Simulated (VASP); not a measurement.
Computed with PBE GGA, VASP's PBE PAW potentials (set 64) (plane waves; VASP).

VASP ran on this input.

File POSCAR:
```
Bi
1
    4.2491360000    -2.3205000000     0.0000000000
    4.2491360000     2.3205000000     0.0000000000
    2.9818850000     0.0000000000     3.8142160000
Bi
2
Direct
  0.2340000000   0.2340000000   0.2340000000
  0.7660000000   0.7660000000   0.7660000000
```

### INCAR
```
# general
SYSTEM  = Bi
PREC    = Accurate
ENCUT   = 400   # plane-wave cut-off (eV)
LREAL   = .FALSE.   # projection in real space or not
LASPH   = .TRUE.

# electronic loop
EDIFF   = 1E-6
NELM    = 100   # most electronic steps
ALGO    = Normal   # blocked Davidson
LMAXMIX = 4

# smearing
ISMEAR  = 1
SIGMA   = 0.1

# functional
GGA     = PE   # PBE

# ions
ISIF    = 2   # forces and stress, cell fixed

# output
LWAVE   = .FALSE.
LCHARG  = .FALSE.
```

KPOINTS:
```
Automatic mesh
0
Monkhorst
 10 10 10
```

POTCAR, in this order: Bi_d (PBE.64 set). Program: vasp_std.

Gaps are read on the run's mesh, which can miss a band edge. Unless said otherwise, spin-orbit coupling is left out, though it shifts the bands of the heavy elements here.

**Question.** What does the run give for the energy per atom (σ→0), pressure, largest force, band gap (on the k-mesh)?

**Answer.** 
```
Quantity                                                     Value
------------------------  ----------------------------------------
energy per atom (σ→0)                               -3.886 eV/atom
band gap (on the k-mesh)  none (metal, semimetal or under 0.01 eV)
pressure                                                 -1.06 GPa
largest force                                           0.077 eV/Å
```

### OSZICAR
```
...
DAV:   5    -0.777115340555E+01   -0.36902E-01   -0.36901E-01  5714   0.587E+00    0.101E+00
DAV:   6    -0.777036277289E+01    0.79063E-03   -0.17914E-02  5025   0.155E+00    0.618E-01
DAV:   7    -0.777139696031E+01   -0.10342E-02   -0.13439E-02  4526   0.144E+00    0.110E-01
DAV:   8    -0.777158087872E+01   -0.18392E-03   -0.17139E-03  4515   0.515E-01    0.231E-02
DAV:   9    -0.777160457438E+01   -0.23696E-04   -0.66996E-05  5599   0.696E-02    0.107E-02
DAV:  10    -0.777160330735E+01    0.12670E-05   -0.72126E-06  3548   0.217E-02    0.160E-03
DAV:  11    -0.777160377337E+01   -0.46602E-06   -0.72089E-07  2645   0.929E-03
   1 F= -.77716038E+01 E0= -.77715996E+01  d E =-.124208E-04
```

The compound is Bi in the a7 structure. The cell was not relaxed at this level. The run is one of a series of settings (KPOINTS 10×10×10 Monkhorst-Pack mesh against the base run), some of them coarse on purpose.
